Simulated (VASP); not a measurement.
Consider the following.

```xyz
65
Lattice="11.9995 0.0000 0.0000 0.0000 11.9995 0.0000 0.0000 0.0000 11.9995" Properties=species:S:1:pos:R:3 pbc="T T T"
In     5.9792    11.9688    11.9425
In     9.0240     3.0204    11.9457
In     9.0310    11.9689     3.0055
In    11.9939    11.9927    11.9955
In     2.9571     3.0106    11.9342
In     5.9783     6.0348    11.9349
In     9.0064     8.9993    11.9950
In     2.9615     0.0735     2.9664
In     6.0462     2.9513     2.6714
In     8.9175     6.0351     2.9645
In     6.0116    11.9832     6.0136
In     9.0116     2.9792     6.0169
In     8.9850     0.0124     8.9868
In     0.0189     6.0160     0.0179
In     2.9822     8.9783     0.0187
In    11.9321     3.0224     2.9618
In     3.0699     5.9318     3.0656
In     5.9775     9.0670     2.9626
In    11.9462    11.9740     5.9770
In     2.6733     2.9498     6.0449
In     6.0493     6.3228     6.0423
In     9.0251     9.0518     5.9773
In     3.0077    11.9636     9.0305
In     6.0142     2.9848     9.0129
In     9.0338     5.9903     9.0279
In     0.0174     8.9799     2.9800
In    11.9350     6.0367     5.9793
In     2.9592     9.0610     5.9852
In    11.9506     3.0184     9.0219
In     2.9693     6.0306     8.9211
In     5.9832     9.0444     9.0204
In    11.9968     9.0024     9.0057
P      7.5880     1.4079     1.3899
P     10.4488     4.5344     1.4868
P     10.4871     1.5068     4.4856
P      1.4584     1.5570     1.4664
P      4.4746     4.5169     1.4102
P      7.4339     7.5364     1.4641
P     10.5150    10.4810     1.4940
P      4.5765     1.6229     4.5759
P      7.3750     4.4151     4.5780
P     10.4527     7.5109     4.4629
P      7.4869     1.5060     7.4903
P     10.4888     4.5089     7.4902
P     10.4964     1.4864    10.4936
P      1.5517     7.4467     1.5502
P      4.4633    10.5465     1.4856
P      1.4138     4.5223     4.4761
P      4.4770     7.5864     4.4783
P      7.4932    10.5121     4.4860
P      1.3948     1.4066     7.5871
P      4.5801     4.4207     7.3737
P      7.5921     7.6020     7.5851
P     10.4961    10.5033     7.5139
P      4.4873     1.5036    10.4868
P      7.4930     4.5128    10.4867
P     10.5168     7.5014    10.5160
P      1.4858    10.5430     4.4662
P      1.4635     7.5311     7.4433
P      4.4878    10.5065     7.4938
P      1.4889     4.5320    10.4510
P      4.4663     7.5102    10.4511
P      7.5154    10.4980    10.4917
P      1.4958    10.4812    10.5180
P      5.3268     3.6704     5.3261
```

Calculation: HSE06 screened hybrid, VASP's PBE PAW potentials (set 64) (plane waves; VASP). Settings: PREC = Normal, LREAL = Auto, ISYM = 0, EDIFF = 1E-5, 400 eV cut-off, 1×1×1 Γ-centred mesh, Gaussian smearing of 0.050 eV, potentials In P. Starting moments (MAGMOM): 65*0.0154. The cell's moment is fixed (NUPDOWN = 1).

The supercell is sampled at Γ alone, which is coarse: total energies, pressure and levels can be off, energies of defects by several tenths of an eV.

**Question.** Predict the cell moment, energy per atom (σ→0).

**Answer.** 
| Property | Value |
|---|---|
| cell moment | 1.00 μB |
| energy per atom (σ→0) | -4.914 eV/atom |

Only differences to runs with the same potentials and settings are physical.

The cell is a supercell with a defect, built from InP (zinc blende): P_i. The cell's shape comes from a PBE relaxation.
